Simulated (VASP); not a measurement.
Level of theory: PBEsol GGA, VASP's PBE PAW potentials (set 64) (plane waves; VASP).

Input for VASP

### INCAR
```
SYSTEM=VAl
NSW=60   ! most ionic steps
LASPH=.TRUE.
ISMEAR=1
LMAXMIX=4   ! l cut-off of mixed one-centre charges
PREC=Accurate
ALGO=Normal   ! blocked Davidson
LREAL=.FALSE.   ! projection in real space or not
SIGMA=0.1
IBRION=2   ! conjugate gradients
EDIFFG=-0.02   ! ionic stop
LCHARG=.FALSE.
NELM=100
ENCUT=400
GGA=PS
LWAVE=.FALSE.
ISIF=3
EDIFF=1E-6   ! SCF stop (eV)
```

File KPOINTS:
```
Automatic mesh
0
Gamma
7 7 6
0 0 0
```

**POSCAR**
```
VAl
1
    4.3300546905    -0.0000000000     0.0000000000
   -2.1650273453     3.7499370553     0.0000000000
    0.0000000000     0.0000000000     4.8812437702
V Al
2 2
Direct
  0.3333330000   0.6666670000   0.9374903954
  0.6666670000   0.3333330000   0.4374903954
  0.3333330000   0.6666670000   0.4375096046
  0.6666670000   0.3333330000   0.9375096046
```

POTCAR, in this order: V_sv Al (PBE.64 set). Program: vasp_std.

The run wrote:

### OSZICAR
```
       N       E                     dE             d eps       ncg     rms          rms(c)
DAV:   1     0.275690513624E+03    0.27569E+03   -0.16820E+04  1552   0.126E+03
DAV:   2    -0.115419041917E+02   -0.28723E+03   -0.28106E+03  1312   0.422E+02
DAV:   3    -0.274822978933E+02   -0.15940E+02   -0.15045E+02  1816   0.873E+01
DAV:   4    -0.278858424356E+02   -0.40354E+00   -0.39684E+00  1640   0.127E+01
DAV:   5    -0.278944743851E+02   -0.86319E-02   -0.86194E-02  1620   0.184E+00    0.228E+01
DAV:   6    -0.256261192768E+02    0.22684E+01   -0.94694E+01  1552   0.667E+01    0.147E+01
DAV:   7    -0.230439170493E+02    0.25822E+01   -0.31366E+01  1552   0.394E+01    0.425E+00
DAV:   8    -0.228909229937E+02    0.15299E+00   -0.14297E+00  1604   0.823E+00    0.995E-01
DAV:   9    -0.228787743999E+02    0.12149E-01   -0.37961E-02  1556   0.183E+00    0.367E-01
DAV:  10    -0.228773409923E+02    0.14334E-02   -0.10341E-02  1916   0.754E-01    0.127E-01
DAV:  11    -0.228772433360E+02    0.97656E-04   -0.16420E-03  1632   0.313E-01    0.547E-02
DAV:  12    -0.228772285682E+02    0.14768E-04   -0.19834E-04  1636   0.910E-02    0.106E-02
DAV:  13    -0.228772274446E+02    0.11235E-05   -0.76644E-06  1380   0.230E-02    0.298E-03
DAV:  14    -0.228772273784E+02    0.66237E-07   -0.28385E-07   776   0.600E-03
   1 F= -.22877227E+02 E0= -.22878402E+02  d E =-.228772E+02
```

### OUTCAR
```
------------------------ aborting loop because EDIFF is reached ----------------------------------------
  FORCE on cell =-STRESS in cart. coord.  units (eV):
  Direction    XX          YY          ZZ          XY          YZ          ZX
  --------------------------------------------------------------------------------------
  Total        0.0582560      0.0582560     -0.0469131     -0.0000000     -0.0000000      0.0000000
  in kB        1.1776144      1.1776142     -0.9483238     -0.0000000     -0.0000000      0.0000000
  external PRESSURE =       0.4689683 kB  Pullay stress =       0.0000000 kB
  volume of cell :       79.26
      direct lattice vectors                 reciprocal lattice vectors
     4.330054690  0.000000000  0.000000000     0.230943965  0.133335571  0.000000000
    -2.165027345  3.749937055  0.000000000     0.000000000  0.266671143  0.000000000
     0.000000000  0.000000000  4.881243770     0.000000000  0.000000000  0.204865818
 POSITION                                       TOTAL-FORCE (eV/Angst)
 -----------------------------------------------------------------------------------
     -0.00000      2.49996      4.57612         0.000000     -0.000000      0.001209
      2.16503      1.24998      2.13550        -0.000000      0.000000      0.001209
     -0.00000      2.49996      2.13559        -0.000000     -0.000000     -0.001209
      2.16503      1.24998      4.57621        -0.000000     -0.000000     -0.001209
 -----------------------------------------------------------------------------------
    total drift:                               -0.003377      0.001950     -0.000012
  FREE ENERGIE OF THE ION-ELECTRON SYSTEM (eV)
  ---------------------------------------------------
  free  energy   TOTEN  =       -22.8772273784 eV

  energy  without entropy=      -22.8807501877  energy(sigma->0) =      -22.87840165

 reached required accuracy - stopping structural energy minimisation
```
(Selected blocks of OUTCAR.)

File OUTCAR:
```
 val. band max:        4.8515196466   @ k =   0.1429   0.0000   0.1667

 cond. band min:       4.9193287352   @ k =   0.4286   0.1429   0.1667


 Fermi energy:         4.8740864770

 k-point     1 :       0.0000    0.0000    0.0000
  band No.  band energies     occupation
      1     -58.6804      2.00000
      2     -58.6741      2.00000
      3     -32.7802      2.00000
      4     -32.7802      2.00000
      5     -32.7603      2.00000
      6     -32.7603      2.00000
      7     -32.4776      2.00000
      8     -32.4317      2.00000
      9      -2.3226      2.00000
     10       1.5276      2.00000
     11       3.8856      2.00000
     12       4.0558      2.00000
     13       4.0559      2.00000
     14       4.2528      2.00000
     15       4.2528      2.00000
     16       4.7732      2.05206
     17       4.7732      2.05199
     18       5.3366     -0.00000
     19       6.1602     -0.00000
     20       6.1602     -0.00000

 k-point     2 :       0.1429    0.0000    0.0000
  band No.  band energies     occupation
      1     -58.6801      2.00000
      2     -58.6743      2.00000
      3     -32.7808      2.00000
      4     -32.7801      2.00000
      5     -32.7618      2.00000
      6     -32.7600      2.00000
      7     -32.4756      2.00000
      8     -32.4336      2.00000
      9      -2.1218      2.00000
     10       1.5311      2.00000
     11       3.8803      2.00000
     12       3.8902      2.00000
     13       4.0927      2.00000
     14       4.1541      2.00000
     15       4.4185      2.00000
     16       4.6840      2.02173
     17       4.6883      2.02463
     18       5.4407     -0.00000
     19       6.2282     -0.00000
     20       6.4000     -0.00000

 k-point     3 :       0.2857   -0.0000    0.0000
  band No.  band energies     occupation
      1     -58.6794      2.00000
      2     -58.6751      2.00000
      3     -32.7823      2.00000
      4     -32.7807      2.00000
      5     -32.7650      2.00000
...
```

The structure was generated: VAl was put into the wurtzite type (P6_3mc), which need not be its known phase. It was relaxed first, which changed the volume by -37 %. The relaxed cell has space group P6_3/mmc. The start is the result of an earlier pass. The run is not spin-polarised, so no magnetic state was tried.
